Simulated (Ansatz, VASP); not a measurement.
## GeSb3O2: VASP beside Ansatz

```
Ge Sb O
1.0
     3.24932    0.00000    0.00000
     0.00000    3.24932    0.00000
     0.00000    0.00000   11.79435
Ge Sb O
1 3 2
Direct
  0.50000 0.50000 0.09267
  0.00000 0.00000 0.57430
  0.00000 0.00000 0.31014
  0.50000 0.50000 0.85330
  0.00000 0.00000 0.12150
  0.50000 0.50000 0.54809
```

Change from the starting cell: species swapped into the Zr3TiCu2 type (P4mm, No. 99).

Alike in both runs: functional PBE; k mesh 6 × 6 × 2; occupations gaussian, width 0.1 eV; no spin polarisation.

Ansatz relaxed the structure, and its values are those at the end. VASP's run is a single point on that final structure, the one shown.

|  | VASP | Ansatz |
| --- | --- | --- |
| version | VASP 6.6.1 | Ansatz 0.2.0 |
| potentials or method | VASP PAW PBE potentials, release 64 (Ge_d, Sb, O) | scalar-relativistic, plane waves, PAW |
| plane-wave cutoff (eV) | 520 | 420 |
| valence electrons in the cell | 41 | 71 |

|  | VASP | Ansatz | Ansatz less VASP |
| --- | --- | --- | --- |
| gap on the k mesh at the Fermi level (eV) | none | none | - |
| pressure (GPa) | -0.5 | -0.2 | +0.30 |
| rms of the force components (eV/Å) | 0.008 | 0.011 | +0.0026 |

A gap of «none» marks a metal or a gap that the smearing closes. With one functional, cell and mesh, what is left measures potentials, basis and numerics. The two sets of potentials don't hold the same shells in valence.

Caveats: an odd number of electrons without spin polarisation forces a metal; a magnetic or distorted state may lie lower. Spin-orbit coupling is left out, which matters for the levels of Sb.
